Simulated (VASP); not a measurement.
## Which magnetic order does CaIrO3 take?

Is CaIrO3 a ferromagnet or an antiferromagnet at this level? The start is a cell from a database of measured crystal structures.

Main program and level: VASP 6.6.1; PBEsol, DFT+U (Ir d 2 eV), spin-polarised, from parallel moments; plane waves and PAW (Ca_sv, Ir, O), in the first sound run; inputs show where later runs differ.

Most raw output is cut from this account.

## Step 1: Set-up

It takes space group Cmcm (No. 63, orthorhombic). The conventional cell has a = 3.147 Å, b = 9.869 Å, c = 7.302 Å, α = 90.00°, β = 90.00°, γ = 90.00°. Nearest to Ca lie 8 O at 2.33 to 2.51 Å. Ir has 6 O at 1.97 to 2.05 Å nearest. Nearest to O lie 2 Ir at 1.97 Å and 2 Ca at 2.33 Å. Nearest to O lie 2 Ir at 2.05 Å and 3 Ca at 2.46 to 2.51 Å. Farther neighbours and most contacts between anions are not listed.

As a file:

```cif
data_structure
_symmetry_space_group_name_H-M 'Cmcm'
_symmetry_Int_Tables_number 63
_cell_length_a 3.1466
_cell_length_b 9.8690
_cell_length_c 7.3019
_cell_angle_alpha 90.000
_cell_angle_beta 90.000
_cell_angle_gamma 90.000
_cell_volume 226.75
loop_
_atom_site_label
_atom_site_type_symbol
_atom_site_symmetry_multiplicity
_atom_site_Wyckoff_symbol
_atom_site_fract_x
_atom_site_fract_y
_atom_site_fract_z
_atom_site_occupancy
Ca1 Ca 4 c 0.50000 0.25020 0.75000 1
Ir1 Ir 4 a 0.00000 0.00000 0.50000 1
O1 O 4 c 0.00000 0.07560 0.75000 1
O2 O 8 f 0.00000 0.37240 0.94950 1
```

## Step 2: Magnetic order, 10 atoms, start order ferro

Each run starts from other signs of the moments at the same geometry and cutoff; gentle mixing helps it keep them. Any wave vector in a name is a fraction of the reciprocal vectors of the first cell as typed.

Contents of INCAR:

```
SYSTEM = CaIrO3
PREC = Normal
ENCUT = 480
EDIFF = 1E-06
NELM = 150
ISMEAR = -1
SIGMA = 0.02
LREAL = .FALSE.
ALGO = Normal
GGA = PS
NBANDS = 47
ISPIN = 2
MAGMOM = 0 0 1 1 0 0 0 0 0 0
LDAU = .TRUE.
LDAUTYPE = 2
LDAUL = -1 2 -1
LDAUU = 0 2 0
LDAUJ = 0 0 0
LDAUPRINT = 1
LASPH = .TRUE.
LMAXMIX = 4
LORBIT = 11
LWAVE = .FALSE.
LCHARG = .TRUE.
KPAR = 4
AMIX = 0.2
BMIX = 1E-04
AMIX_MAG = 0.8
BMIX_MAG = 1E-04
```

Contents of POSCAR:

```
CaIrO3
1.0
    1.5733000000     -4.9345000000      0.0000000000
    1.5733000000      4.9345000000      0.0000000000
    0.0000000000      0.0000000000      7.3019000000
Ca Ir O
2 2 6
Direct
    0.2498000000      0.7502000000      0.2500000000
    0.7502000000      0.2498000000      0.7500000000
    0.0000000000      0.0000000000      0.0000000000
    0.0000000000      0.0000000000      0.5000000000
    0.9244000000      0.0756000000      0.2500000000
    0.0756000000      0.9244000000      0.7500000000
    0.6276000000      0.3724000000      0.4495000000
    0.3724000000      0.6276000000      0.9495000000
    0.3724000000      0.6276000000      0.5505000000
    0.6276000000      0.3724000000      0.0505000000
```

Contents of KPOINTS:

```
Automatic mesh
0
Gamma
8 8 4
0 0 0
```

PAW data sets: Ca_sv, Ir and O (PBE family, release 64).

Started as:

```
> mpirun -np 4 vasp_std
```

It took 83 s on 4 MPI ranks of Intel Xeon 6975P-C (Granite Rapids), shared host; peak memory 2 GiB; 5.5 min of CPU time.

The magnetic state follows from one typed start and may not be the lowest. The PAW data sets were made with PBE, which is usual practice but a small mismatch for other functionals.

Numbers from this step:

| Quantity | Value |
| --- | --- |
| electronic cycles | 18 |
| electrons | 74 |
| free energy (TOTEN) | -69.1243 eV |
| energy at zero smearing | -69.1225 eV |
| Fermi energy | 5.191 eV |
| moment of the cell, from the last line of the log | 2.000 μB |
| metallic | yes |

Spin moment in the PAW sphere by atom:

```csv
atom,spin moment in the PAW sphere (μB)
Ca1,0.008
Ca2,0.008
Ir3,0.629
Ir4,0.629
O5,0.152
O6,0.152
O7,0.080
O8,0.080
O9,0.080
O10,0.080
```

Force by atom:

```csv
atom,x (eV/Å),y (eV/Å),z (eV/Å),size
Ca1,0.000,0.032,0.000,0.032
Ca2,0.000,-0.032,0.000,0.032
Ir3,0.000,0.000,0.000,0.000
Ir4,0.000,0.000,0.000,0.000
O5,0.000,0.249,0.000,0.249
O6,0.000,-0.249,0.000,0.249
O7,0.000,0.285,0.081,0.296
O8,0.000,-0.285,0.081,0.296
O9,0.000,-0.285,-0.081,0.296
O10,0.000,0.285,-0.081,0.296
```

Spin density in the bc plane of the conventional cell at fractional x = 0.000, with atoms of Ca and Ir and O within 0.2 Å of it.

Ten even steps from '0' (0.00 e/Å³) to '9' (0.28 e/Å³), each cell a mean:
```
9620000002620000022100000016
3210000001650000000000000014
0000000000320000000000000001
0000000000000000000000000000
0362000000000000000000000000
0131000000000000000000000000
0000000000100000000000000000
1000000001540000000000000012
6420000001530000001000000015
9520000004720000045100000027
8300000001210000045100000147
4200000000000000273000000012
0100000000000000131000000000
0000000000000000000000000000
0000000100000000000000001551
0000000000000000000000000220
0000000000000000010000000000
2100000000000000252000000000
6200000000100000153000000135
9400000003510000056100000138
```
Columns run along b (9.9 Å), rows up along c (7.3 Å), edges of the conventional cell, whose origin can differ from the input's. Atoms in or near the plane, at fractional coordinates: Ca at (0.75, 0.75), Ca at (0.25, 0.25), Ir at (0.00, 0.50), Ir at (0.00, 0.00), O at (0.08, 0.75), O at (0.92, 0.25), O at (0.37, 0.95), O at (0.63, 0.45), O at (0.63, 0.05), O at (0.37, 0.55).

Valence density in the bc plane of the conventional cell at fractional x = 0.000, with atoms of Ca and Ir and O within 0.2 Å of it. It is the smooth field of the valence electrons, not physical close to the nuclei.

Ten even steps from '0' (0.0 e/Å³) to '9' (7.2 e/Å³), each cell a mean:
```
2210000015972000121000000122
1100000014851000000000000012
0110000001210000000011000000
1342000000000000000145300000
2795100000000000000378510000
1574100000000000000267410000
1221000000000000000123100000
1100000002431000000000000001
2110000015972000000000000012
3210000014851000243100000123
3210000001210001498200000122
1100000000000000376200000011
0000001100000000122000000011
0000014530000000000000001342
0000037851000000000000003894
0000026741000000000000002673
0000012310000000000000000221
1100000000000000244100000011
2210000000000001498200000011
3210000002431000376200000123
```
Columns run along b (9.9 Å), rows up along c (7.3 Å), edges of the conventional cell, whose origin can differ from the input's. Atoms in or near the plane, at fractional coordinates: Ca at (0.75, 0.75), Ca at (0.25, 0.25), Ir at (0.00, 0.50), Ir at (0.00, 0.00), O at (0.08, 0.75), O at (0.92, 0.25), O at (0.37, 0.95), O at (0.63, 0.45), O at (0.63, 0.05), O at (0.37, 0.55).

The largest moment at the end is 0.63 μB, and the moments of the cell sum to 2.00 μB.

## Step 3: Magnetic order, 10 atoms, start order antiferro

This step: PBEsol, DFT+U (Ir d 2 eV), spin-polarised, from moments of both signs; plane waves and PAW (Ca_sv, Ir, O) (VASP 6.6.1).

Changes to INCAR since step 2:

```diff
@@ -12,3 +12,3 @@
 ISPIN = 2
-MAGMOM = 0 0 1 1 0 0 0 0 0 0
+MAGMOM = 0 0 1 -1 0 0 0 0 0 0
 LDAU = .TRUE.
```

POSCAR is that of step 2.

KPOINTS is that of step 2.

Started as:

```
> mpirun -np 4 vasp_std
```

Run time: 80 s. Hardware: 4 MPI ranks; peak memory 2 GiB.

This step gave:

| Quantity | Value |
| --- | --- |
| free energy (TOTEN) | -69.1266 eV |
| energy at zero smearing | -69.1255 eV |
| Fermi energy | 5.208 eV |

Spin moment in the PAW sphere by atom:

```csv
atom,spin moment in the PAW sphere (μB)
Ca1,0.000
Ca2,0.000
Ir3,0.549
Ir4,-0.549
O5,0.000
O6,0.000
O7,-0.059
O8,0.059
O9,-0.059
O10,0.059
```

Force by atom:

```csv
atom,x (eV/Å),y (eV/Å),z (eV/Å),size
Ca1,0.000,0.150,0.000,0.150
Ca2,0.000,-0.150,0.000,0.150
Ir3,0.000,0.000,0.000,0.000
Ir4,0.000,0.000,0.000,0.000
O5,0.000,0.039,0.000,0.039
O6,0.000,-0.039,0.000,0.039
O7,0.000,0.159,0.114,0.195
O8,0.000,-0.159,0.114,0.195
O9,0.000,-0.159,-0.114,0.195
O10,0.000,0.159,-0.114,0.195
```

Spin density in the bc plane of the conventional cell at fractional x = 0.000, with atoms of Ca and Ir and O within 0.2 Å of it.

Values in e/Å³, 11 rows by 16 columns, each cell a mean:
```
-0.13 -0.02  0.00  0.00  0.00 -0.06 -0.08  0.00  0.00 -0.01 -0.04 -0.01  0.00  0.00  0.00 -0.07
 0.00  0.00  0.00  0.00  0.00 -0.02 -0.04  0.00  0.00  0.00  0.00  0.00  0.00  0.00  0.00 -0.01
 0.00  0.00  0.00  0.00  0.00  0.00  0.00  0.00  0.00  0.00  0.00  0.00  0.00  0.00  0.00  0.00
 0.00  0.00  0.00  0.00  0.00  0.01  0.02  0.00  0.00  0.00  0.00  0.00  0.00  0.00  0.00  0.00
 0.09  0.01  0.00  0.00  0.00  0.04  0.09  0.00  0.00  0.00  0.02  0.01  0.00  0.00  0.00  0.05
 0.17  0.01  0.00  0.00  0.01  0.08  0.05  0.00  0.00  0.02  0.11  0.01  0.00  0.00  0.01  0.12
 0.05  0.00  0.00  0.00  0.00  0.01  0.00  0.00  0.00  0.06  0.07  0.00  0.00  0.00  0.00  0.03
 0.00  0.00  0.00  0.00  0.00  0.00  0.00  0.00  0.00  0.01  0.01  0.00  0.00  0.00  0.00 -0.01
 0.00  0.00  0.00  0.00  0.00  0.00  0.00  0.00  0.00  0.00  0.00  0.00  0.00  0.00  0.00  0.01
-0.02  0.00  0.00  0.00  0.00  0.00  0.00  0.00  0.00 -0.05 -0.06  0.00  0.00  0.00  0.00 -0.01
-0.14  0.00  0.00  0.00 -0.01 -0.06 -0.03  0.00  0.00 -0.03 -0.11 -0.01  0.00  0.00 -0.01 -0.12
```
Columns run along b (9.9 Å), rows up along c (7.3 Å), edges of the conventional cell, whose origin can differ from the input's. Atoms in or near the plane, at fractional coordinates: Ca at (0.75, 0.75), Ca at (0.25, 0.25), Ir at (0.00, 0.50), Ir at (0.00, 0.00), O at (0.08, 0.75), O at (0.92, 0.25), O at (0.37, 0.95), O at (0.63, 0.45), O at (0.63, 0.05), O at (0.37, 0.55).

Valence density in the bc plane of the conventional cell at fractional x = 0.000, with atoms of Ca and Ir and O within 0.2 Å of it. It is the smooth field of the valence electrons, not physical close to the nuclei.

Ten even steps from '_' (0.0 e/Å³) to '@' (7.2 e/Å³), each cell a mean:
```
::::..__________..++@@##::______..::..____________..::::
....____________..==%%++..__________________________..::
__....____________..::..________________....____________
..--==::______________________________..==++--__________
::##@@++..____________________________--##%%++..________
..++##==..____________________________::**##==..________
..::::..____________..________________..::--..__________
....______________::==--..____________________________..
::....__________..++@@##::__________________________..::
--::..__________..==%%++..______::==--..__________..::--
--::..____________..::..______..==@@%%::__________..::::
....____________________________--##**::____________....
____________....________________..::::______________....
__________..==++--______________________________..--==::
__________--##%%++..____________________________--%%@@==
__________::**##==..____________________________::**##--
__________..::--..________________________________::::..
....____________________________::====..____________....
::::..________________________..==@@%%::____________....
--::..____________::==--..______--##**::__________..::--
```
Columns run along b (9.9 Å), rows up along c (7.3 Å), edges of the conventional cell, whose origin can differ from the input's. Atoms in or near the plane, at fractional coordinates: Ca at (0.75, 0.75), Ca at (0.25, 0.25), Ir at (0.00, 0.50), Ir at (0.00, 0.00), O at (0.08, 0.75), O at (0.92, 0.25), O at (0.37, 0.95), O at (0.63, 0.45), O at (0.63, 0.05), O at (0.37, 0.55).

The largest moment at the end is 0.55 μB, and the moments of the cell sum to 0.00 μB.

## Step 4: Magnetic order, 20 atoms, start order antiferro q=(1/2,1/2,0)

System of this step: CaIrO3. Symmetry: Cmcm, No. 63, orthorhombic system. Conventional cell: a = 3.147 Å, b = 9.869 Å, c = 7.302 Å, α = 90.00°, β = 90.00°, γ = 90.00°. Nearest to Ca lie 8 O at 2.33 to 2.51 Å. Nearest to Ir lie 6 O at 1.97 to 2.05 Å. O has 2 Ir at 1.97 Å and 2 Ca at 2.33 Å nearest. Nearest to O lie 2 Ir at 2.05 Å and 3 Ca at 2.46 to 2.51 Å. Farther neighbours and most contacts between anions are not listed.

Changes to INCAR since step 3:

```diff
@@ -7,8 +7,8 @@
 SIGMA = 0.02
-LREAL = .FALSE.
+LREAL = Auto
 ALGO = Normal
 GGA = PS
-NBANDS = 47
+NBANDS = 94
 ISPIN = 2
-MAGMOM = 0 0 1 -1 0 0 0 0 0 0
+MAGMOM = 0 0 0 0 1 -1 -1 1 0 0 0 0 0 0 0 0 0 0 0 0
 LDAU = .TRUE.
@@ -23,3 +23,3 @@
 LWAVE = .FALSE.
-LCHARG = .TRUE.
+LCHARG = .FALSE.
 KPAR = 4
```

Contents of POSCAR:

```
CaIrO3
1.0
    3.1466000000     -9.8690000000      0.0000000000
    3.1466000000      0.0000000000      0.0000000000
    0.0000000000      0.0000000000      7.3019000000
Ca Ir O
4 4 12
Direct
    0.7498000000      0.7502000000      0.2500000000
    0.2498000000      0.7502000000      0.2500000000
    0.2502000000      0.2498000000      0.7500000000
    0.7502000000      0.2498000000      0.7500000000
    0.0000000000      0.0000000000      0.0000000000
    0.5000000000      0.0000000000      0.0000000000
    0.0000000000      0.0000000000      0.5000000000
    0.5000000000      0.0000000000      0.5000000000
    0.4244000000      0.0756000000      0.2500000000
    0.9244000000      0.0756000000      0.2500000000
    0.5756000000      0.9244000000      0.7500000000
    0.0756000000      0.9244000000      0.7500000000
    0.1276000000      0.3724000000      0.4495000000
    0.6276000000      0.3724000000      0.4495000000
    0.8724000000      0.6276000000      0.9495000000
    0.3724000000      0.6276000000      0.9495000000
    0.8724000000      0.6276000000      0.5505000000
    0.3724000000      0.6276000000      0.5505000000
    0.1276000000      0.3724000000      0.0505000000
    0.6276000000      0.3724000000      0.0505000000
```

Contents of KPOINTS:

```
Automatic mesh
0
Gamma
4 8 4
0 0 0
```

Started as:

```
> mpirun -np 4 vasp_std
```

Run time: 3.7 min. Hardware: 4 MPI ranks; peak memory 3.4 GiB.

The largest moment at the end is 0.55 μB, and the moments of the cell sum to 0.00 μB.

## Step 5: Magnetic order, 20 atoms, start order antiferro q=(0,1/2,0)

INCAR is that of step 4.

Contents of POSCAR:

```
CaIrO3
1.0
    1.5733000000     -4.9345000000      0.0000000000
    3.1466000000      9.8690000000      0.0000000000
    0.0000000000      0.0000000000      7.3019000000
Ca Ir O
4 4 12
Direct
    0.2498000000      0.3751000000      0.2500000000
    0.2498000000      0.8751000000      0.2500000000
    0.7502000000      0.1249000000      0.7500000000
    0.7502000000      0.6249000000      0.7500000000
    0.0000000000      0.0000000000      0.0000000000
    0.0000000000      0.5000000000      0.0000000000
    0.0000000000      0.0000000000      0.5000000000
    0.0000000000      0.5000000000      0.5000000000
    0.9244000000      0.0378000000      0.2500000000
    0.9244000000      0.5378000000      0.2500000000
    0.0756000000      0.4622000000      0.7500000000
    0.0756000000      0.9622000000      0.7500000000
    0.6276000000      0.1862000000      0.4495000000
    0.6276000000      0.6862000000      0.4495000000
    0.3724000000      0.3138000000      0.9495000000
    0.3724000000      0.8138000000      0.9495000000
    0.3724000000      0.3138000000      0.5505000000
    0.3724000000      0.8138000000      0.5505000000
    0.6276000000      0.1862000000      0.0505000000
    0.6276000000      0.6862000000      0.0505000000
```

Contents of KPOINTS:

```
Automatic mesh
0
Gamma
8 4 4
0 0 0
```

Started as:

```
> mpirun -np 4 vasp_std
```

Elapsed: 8.1 min, on 4 MPI ranks; peak memory 4.6 GiB.

The gap is read on the k-mesh alone, so it is an upper bound where the band edges lie off the mesh.

Spin moment in the PAW sphere by atom:

```csv
atom,spin moment in the PAW sphere (μB)
Ca1,0.000
Ca2,0.000
Ca3,0.000
Ca4,0.000
Ir5,0.590
Ir6,-0.590
Ir7,-0.590
Ir8,0.590
O9,0.000
O10,0.000
O11,0.000
O12,0.000
O13,0.001
O14,-0.001
O15,0.001
O16,-0.001
O17,-0.001
O18,0.001
O19,-0.001
O20,0.001
```

The largest moment at the end is 0.59 μB, and the moments of the cell sum to 0.00 μB.

## Step 6: Magnetic order, 20 atoms, start order antiferro q=(0,0,1/2)

Changes to INCAR since step 5:

```diff
@@ -12,3 +12,3 @@
 ISPIN = 2
-MAGMOM = 0 0 0 0 1 -1 -1 1 0 0 0 0 0 0 0 0 0 0 0 0
+MAGMOM = 0 0 0 0 1 -1 1 -1 0 0 0 0 0 0 0 0 0 0 0 0
 LDAU = .TRUE.
```

Contents of POSCAR:

```
CaIrO3
1.0
    1.5733000000     -4.9345000000      0.0000000000
    1.5733000000      4.9345000000      0.0000000000
    0.0000000000      0.0000000000     14.6038000000
Ca Ir O
4 4 12
Direct
    0.2498000000      0.7502000000      0.1250000000
    0.2498000000      0.7502000000      0.6250000000
    0.7502000000      0.2498000000      0.3750000000
    0.7502000000      0.2498000000      0.8750000000
    0.0000000000      0.0000000000      0.0000000000
    0.0000000000      0.0000000000      0.5000000000
    0.0000000000      0.0000000000      0.2500000000
    0.0000000000      0.0000000000      0.7500000000
    0.9244000000      0.0756000000      0.1250000000
    0.9244000000      0.0756000000      0.6250000000
    0.0756000000      0.9244000000      0.3750000000
    0.0756000000      0.9244000000      0.8750000000
    0.6276000000      0.3724000000      0.2247500000
    0.6276000000      0.3724000000      0.7247500000
    0.3724000000      0.6276000000      0.4747500000
    0.3724000000      0.6276000000      0.9747500000
    0.3724000000      0.6276000000      0.2752500000
    0.3724000000      0.6276000000      0.7752500000
    0.6276000000      0.3724000000      0.0252500000
    0.6276000000      0.3724000000      0.5252500000
```

Contents of KPOINTS:

```
Automatic mesh
0
Gamma
8 8 2
0 0 0
```

Started as:

```
> mpirun -np 4 vasp_std
```

The job ended after 6.5 min (4 MPI ranks; peak memory 3.8 GiB).

Spin moment in the PAW sphere by atom:

```csv
atom,spin moment in the PAW sphere (μB)
Ca1,0.007
Ca2,-0.007
Ca3,0.000
Ca4,0.000
Ir5,0.569
Ir6,-0.569
Ir7,0.569
Ir8,-0.569
O9,0.136
O10,-0.136
O11,0.000
O12,0.000
O13,0.079
O14,-0.079
O15,-0.073
O16,0.073
O17,0.073
O18,-0.073
O19,0.079
O20,-0.079
```

The largest moment at the end is 0.57 μB, and the moments of the cell sum to 0.00 μB.

## Step 7: Summary

This step: collinear magnetic orders, PBEsol, DFT+U (Ir d 2 eV); plane waves and PAW (VASP 6.6.1).

No new run; the numbers come from the runs before.

Numbers from this step:

| Quantity | Value |
| --- | --- |
| mean moment in the lowest run | 0.59 μB |

Orders, by row:

```csv
order,signs,energy above the lowest (meV/magnetic atom),total moment (μB),mean moment on carriers (μB),gap on the mesh (eV),"signs at the end, of the atoms given a moment"
ferro,++,13.01,2,0.629,0,++
antiferro,+-,11.55,0,0.549,0,+-
"antiferro q=(1/2,1/2,0)",+--+,9.42,0,0.547,0,+--+
"antiferro q=(0,1/2,0)",+--+,0,0,0.59,0.1902,+--+
"antiferro q=(0,0,1/2)",+-+-,4.72,0,0.569,0,+-+-
```

## Step 8: Summary of results

- lowest order: antiferro q=(0,1/2,0)
- mean moment in the lowest run: 0.59 μB

What this shows: The lowest run started as antiferro q=(0,1/2,0) and holds 0.59 μB on average over the atoms that were given a moment; the next state, from antiferro q=(0,0,1/2), lies 4.7 meV a magnetic atom higher. It ends with the signs +--+ and a net moment of 0.00 μB a cell: opposed moments that cancel. The cell was not relaxed for each state; their pressures run from -3.0 to -2.7 GPa, which can move the order. On this k mesh the moments and energy differences of a metal are not converged, and no denser mesh was tried, so the order found is tentative. Only these collinear orders were tried, and their comparison leaves spin-orbit coupling out.

[Lines on the potential files, build, host, timing and source positions are cut from VASP's logs without a mark.]

[Logs are printed without paths, hosts, clocks, repeated set-up lines and the standing remarks that a program may print on its own settings, such as how far it seeks lower states.]

[Hosts, paths, dates, database ids (printed as entryN), source tags and the programs' standing remarks are cut or masked in the printed files.]

[Runs that stopped without an error message from VASP are left out.]
